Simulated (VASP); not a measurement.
Input:

```
CELL_PARAMETERS angstrom
      4.75751     0.00000     0.00000
      0.00000     4.75751     0.00000
      0.00000     0.00000     4.75751
ATOMIC_POSITIONS crystal
  Tl 0.00000 0.50000 0.50000
  Tl 0.50000 0.00000 0.50000
  Tl 0.50000 0.50000 0.00000
  Hg 0.00000 0.00000 0.00000
```

Level of theory: PBEsol GGA, VASP's PBE PAW potentials (set 64) (plane waves; VASP). Settings: 400 eV cut-off, Gaussian smearing of 0.050 eV, potentials Tl_d Hg.

Q: Give the energies of bands 17 to 29 at the high-symmetry points, in eV from the Fermi level.

A: 
```
band      Γ      X      M      R
----  -----  -----  -----  -----
17    -6.97  -8.06  -6.97  -7.26
18    -6.97  -6.94  -6.91  -7.26
19    -6.74  -6.94  -6.91  -6.72
20    -6.74  -6.92  -6.78  -6.72
21    -6.74  -6.75  -6.43  -4.76
22    -3.19  -6.64  -6.43  -4.76
23    -3.19  -3.33  -5.61  -4.76
24    -1.68  -2.00  -4.98  -3.30
25    -1.68   0.61   1.19  -3.21
26    -1.68   0.61   1.72  -2.72
27    -1.68   1.01   1.72  -2.72
28     4.34   1.01   2.28  -2.72
29     4.34   2.56   2.57   8.62
```

It has no gap at this level: it comes out as a metal or semimetal.

The structure comes from a computed database's Tl3Hg entry (Pm-3m); how it stands against other phases isn't given here. It was relaxed first, which changed the volume by -6 %. The electron count is odd and the run is not spin-polarised, which forces a metal.
